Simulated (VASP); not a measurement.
Consider the following.

```xyz
3
Lattice="0.0000 2.7017 2.7017 2.7017 0.0000 2.7017 2.7017 2.7017 0.0000" Properties=species:S:1:pos:R:3 pbc="T T T"
Cd     0.0000     0.0000     0.0000
F      1.3508     1.3508     1.3508
F      4.0525     4.0525     4.0525
```

The numbers are results of r2SCAN meta-GGA, VASP's PBE PAW potentials (set 64) (plane waves; VASP 6.6.1), not measurements. Settings: 600 eV cut-off, 6×6×6 Γ-centred mesh, Gaussian smearing of 0.050 eV, potentials Cd F.

Problem. Estimate the energy per atom (σ→0).

Solution. 
```json
{
  "energy per atom (σ→0)": "-11.242 eV/atom"
}
```

The compound is CdF2 in the fluorite structure. It was relaxed first.
